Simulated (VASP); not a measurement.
Data:

```yaml
crystal:
  lattice:
    - [0.00000, 2.68772, 2.68772]
    - [2.68772, 0.00000, 2.68772]
    - [2.68772, 2.68772, 0.00000]
  atoms:
    - { symbol: K, position: [0.00000, 0.00000, 0.00000] }
    - { symbol: F, position: [0.50000, 0.50000, 0.50000] }
```

Calculation: AM05 GGA, VASP's PBE PAW potentials (set 64) (plane waves; VASP). Settings: 520 eV cut-off, Gaussian smearing of 0.050 eV, potentials K_sv F.

Question: Give the energies of bands 6 to 10 at the high-symmetry points, in eV from the valence-band maximum.

Answer: 
| band | Γ | X | U | L | W |
|---|---|---|---|---|---|
| 6 | 0.00 | -0.21 | -0.33 | -0.77 | -0.39 |
| 7 | 0.00 | -0.06 | -0.20 | -0.34 | -0.17 |
| 8 | 0.00 | -0.06 | -0.19 | -0.34 | -0.17 |
| 9 | 6.17 | 8.23 | 8.96 | 9.05 | 9.73 |
| 10 | 10.64 | 10.22 | 10.70 | 10.56 | 9.73 |

The gap is direct, 6.17 eV, from the valence maximum at Γ to the conduction minimum at Γ.

Measured: gap 10.90 eV (computed value off by -4.73 eV), as given by David Koller et al., Journal of Physics Condensed Matter (2013), arXiv:1304.4470.

The compound is KF in the rock salt structure. It was relaxed first.
